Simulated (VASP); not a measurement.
Here is the system:

```yaml
crystal:
  lattice:
    - [6.14448, -1.52394, -0.00061]
    - [6.14448, 1.52394, -0.00061]
    - [-1.38565, 0.00000, 5.65451]
  atoms:
    - { symbol: Ga, position: [0.34117, 0.34117, 0.68511] }
    - { symbol: Ga, position: [0.65883, 0.65883, 0.31489] }
    - { symbol: Ga, position: [0.90952, 0.90952, 0.20516] }
    - { symbol: Ga, position: [0.09048, 0.09048, 0.79484] }
    - { symbol: O, position: [0.50354, 0.50354, 0.74362] }
    - { symbol: O, position: [0.49646, 0.49646, 0.25638] }
    - { symbol: O, position: [0.82663, 0.82663, 0.43694] }
    - { symbol: O, position: [0.17337, 0.17337, 0.56306] }
    - { symbol: O, position: [0.16452, 0.16452, 0.10928] }
    - { symbol: O, position: [0.83548, 0.83548, 0.89072] }
```

Calculation: r2SCAN meta-GGA, VASP's PBE PAW potentials (set 64) (plane waves; VASP 6.6.1). Settings: 520 eV cut-off, 8×8×5 Γ-centred mesh, tetrahedra with Blöchl corrections, potentials Ga_d O.

The path is coarsely sampled, so an indirect gap can come out somewhat too large.

Q: Give the energies of bands 33 to 46 at the high-symmetry points, in eV from the valence-band maximum.

A: 
```json
[
 {"band": "33", "Γ": "-2.58", "C": "-3.68", "Y2": "-2.50", "M2": "-2.92", "D": "-3.76", "A": "-2.54", "V2": "-3.59"},
 {"band": "34", "Γ": "-2.21", "C": "-3.52", "Y2": "-2.22", "M2": "-2.69", "D": "-3.37", "A": "-2.24", "V2": "-3.39"},
 {"band": "35", "Γ": "-1.99", "C": "-3.49", "Y2": "-2.04", "M2": "-2.38", "D": "-3.27", "A": "-2.02", "V2": "-3.12"},
 {"band": "36", "Γ": "-1.86", "C": "-2.85", "Y2": "-1.91", "M2": "-2.17", "D": "-2.82", "A": "-2.01", "V2": "-3.09"},
 {"band": "37", "Γ": "-1.63", "C": "-2.29", "Y2": "-1.49", "M2": "-1.79", "D": "-2.22", "A": "-1.91", "V2": "-2.15"},
 {"band": "38", "Γ": "-1.60", "C": "-1.77", "Y2": "-1.48", "M2": "-1.24", "D": "-2.15", "A": "-1.55", "V2": "-1.88"},
 {"band": "39", "Γ": "-0.93", "C": "-1.57", "Y2": "-1.22", "M2": "-0.88", "D": "-1.39", "A": "-1.50", "V2": "-1.56"},
 {"band": "40", "Γ": "-0.69", "C": "-0.94", "Y2": "-1.09", "M2": "-0.71", "D": "-1.33", "A": "-1.43", "V2": "-1.30"},
 {"band": "41", "Γ": "-0.68", "C": "-0.86", "Y2": "-0.69", "M2": "-0.64", "D": "-1.16", "A": "-0.66", "V2": "-0.77"},
 {"band": "42", "Γ": "-0.50", "C": "-0.76", "Y2": "-0.66", "M2": "-0.61", "D": "-0.90", "A": "-0.66", "V2": "-0.72"},
 {"band": "43", "Γ": "-0.29", "C": "-0.48", "Y2": "-0.42", "M2": "-0.60", "D": "-0.87", "A": "-0.48", "V2": "-0.47"},
 {"band": "44", "Γ": "-0.04", "C": "-0.15", "Y2": "-0.18", "M2": "-0.02", "D": "-0.64", "A": "-0.30", "V2": "-0.16"},
 {"band": "45", "Γ": "2.92", "C": "6.41", "Y2": "5.07", "M2": "5.74", "D": "7.58", "A": "5.30", "V2": "6.27"},
 {"band": "46", "Γ": "6.28", "C": "7.11", "Y2": "5.34", "M2": "5.86", "D": "7.66", "A": "5.43", "V2": "7.18"}
]
```

The gap is indirect, 2.92 eV, from the valence maximum at M2-D at 0.20 to the conduction minimum at Γ.

The structure comes from a computed database's Ga2O3 entry (C2/m); how it stands against other phases isn't given here. It was relaxed first.
